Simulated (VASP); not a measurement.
Here is the system:

```yaml
crystal:
  lattice:
    - [0.00000, 2.78313, 2.78313]
    - [2.78313, 0.00000, 2.78313]
    - [11.29110, 11.29110, -0.15858]
  atoms:
    - { symbol: Cd, position: [0.02701, 0.02701, 0.97975] }
    - { symbol: Cd, position: [0.00361, 0.00361, 0.24729] }
    - { symbol: Cd, position: [0.98098, 0.98098, 0.51427] }
    - { symbol: S, position: [0.25600, 0.25600, 0.05800] }
    - { symbol: S, position: [0.23331, 0.23331, 0.32502] }
    - { symbol: S, position: [0.21300, 0.21300, 0.59025] }
    - { symbol: S, position: [0.28146, 0.28146, 0.78890] }
    - { symbol: Be, position: [0.00464, 0.00464, 0.74652] }
```

All values below come from PBEsol GGA, VASP's PBE PAW potentials (set 64) (plane waves; VASP). Run with 400 eV cut-off, 6×6×2 Γ-centred mesh, Gaussian smearing of 0.050 eV, potentials Cd S Be.

Q: What does the run give for the energy per atom (σ→0), band gap (on the k-mesh) with the smallest direct gap where there is one?

A: 
```json
{
  "band gap (on the k-mesh)": "1.35 eV",
  "smallest direct gap (on the k-mesh)": "1.35 eV",
  "energy per atom (σ→0)": "-3.767 eV/atom"
}
```

The absolute energy has meaning only against runs of the same code, potentials and settings.

The structure was generated: BeCd3S4 was put into an ordered model structure (R3m), which need not be its known phase. It was relaxed first. The start is the result of an earlier pass.
